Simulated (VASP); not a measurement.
Level of theory: PBE GGA with D3 dispersion (Becke-Johnson damping), VASP's PBE PAW potentials (set 64) (plane waves; VASP).

VASP input:

**INCAR**
```
SYSTEM = Ta
PREC = Accurate
ENCUT = 520
EDIFF = 1E-7
NELM = 100
ALGO = Normal
LREAL = .FALSE.
LASPH = .TRUE.
ISMEAR = -5
GGA = PE
IVDW = 12
LMAXMIX = 6
LWAVE = .FALSE.
LCHARG = .TRUE.
LORBIT = 11
NEDOS = 601
ISIF = 2
```

**KPOINTS**
```
Automatic mesh
0
Gamma
17 17 17
0 0 0
```

File POSCAR:
```
Ta
1
   -1.6438316482     1.6438316482     1.6438316482
    1.6438316482    -1.6438316482     1.6438316482
    1.6438316482     1.6438316482    -1.6438316482
Ta
1
Direct
  0.0000000000   0.0000000000   0.0000000000
```

POTCAR, in this order: Ta_pv (PBE.64 set). Program: vasp_std.

Output of the run:

File OSZICAR:
```
       N       E                     dE             d eps       ncg     rms          rms(c)
DAV:   1     0.465254503373E+02    0.46525E+02   -0.66855E+03  2978   0.118E+03
DAV:   2    -0.115408745331E+02   -0.58066E+02   -0.57304E+02  3712   0.248E+02
DAV:   3    -0.122484816606E+02   -0.70761E+00   -0.68343E+00  3385   0.269E+01
DAV:   4    -0.122538506972E+02   -0.53690E-02   -0.53480E-02  3344   0.192E+00
DAV:   5    -0.122538878616E+02   -0.37164E-04   -0.37075E-04  3337   0.138E-01    0.138E+01
DAV:   6    -0.119095566072E+02    0.34433E+00   -0.38135E-01  3080   0.760E+00    0.679E+00
DAV:   7    -0.118042681174E+02    0.10529E+00   -0.32121E-01  3112   0.663E+00    0.392E-01
DAV:   8    -0.118030014688E+02    0.12666E-02   -0.39226E-03  3230   0.826E-01    0.108E-01
DAV:   9    -0.118029957634E+02    0.57054E-05   -0.12627E-04  3148   0.146E-01    0.330E-02
DAV:  10    -0.118029904811E+02    0.52824E-05   -0.47618E-06  3361   0.315E-02    0.535E-03
DAV:  11    -0.118029900101E+02    0.47095E-06   -0.23689E-07  3202   0.686E-03    0.484E-04
DAV:  12    -0.118029899373E+02    0.72790E-07   -0.23130E-09  1564   0.613E-04
   1 F= -.12474843E+02 E0= -.12474843E+02  d E =0.000000E+00
```

### OUTCAR
```
------------------------ aborting loop because EDIFF is reached ----------------------------------------
 Edisp (eV)   -0.67185
  FORCE on cell =-STRESS in cart. coord.  units (eV):
  Direction    XX          YY          ZZ          XY          YZ          ZX
  --------------------------------------------------------------------------------------
  Total      -0.01492    -0.01492    -0.01492     0.00000     0.00000    -0.00000
  in kB      -1.34578    -1.34578    -1.34578     0.00000     0.00000    -0.00000
  external pressure =       -1.35 kB  Pullay stress =        0.00 kB
  volume of cell :       17.77
      direct lattice vectors                 reciprocal lattice vectors
    -1.643831648  1.643831648  1.643831648     0.000000000  0.304167401  0.304167401
     1.643831648 -1.643831648  1.643831648     0.304167401  0.000000000  0.304167401
     1.643831648  1.643831648 -1.643831648     0.304167401  0.304167401  0.000000000
 POSITION                                       TOTAL-FORCE (eV/Angst)
 -----------------------------------------------------------------------------------
      0.00000      0.00000      0.00000        -0.000000      0.000000      0.000000
 -----------------------------------------------------------------------------------
    total drift:                               -0.000000      0.000000      0.000000
  FREE ENERGIE OF THE ION-ELECTRON SYSTEM (eV)
  ---------------------------------------------------
  free  energy   TOTEN  =       -12.4748429229 eV

  energy  without entropy=      -12.4748429229  energy(sigma->0) =      -12.47484292

 total charge

# of ion       s       p       d       tot
------------------------------------------
    1        0.375   6.174   2.410   8.959
```
(Selected blocks of OUTCAR.)

For a metal the tetrahedron method with Blöchl corrections gives inexact stress and forces.

The compound is Ta in the bcc structure. It was relaxed first.
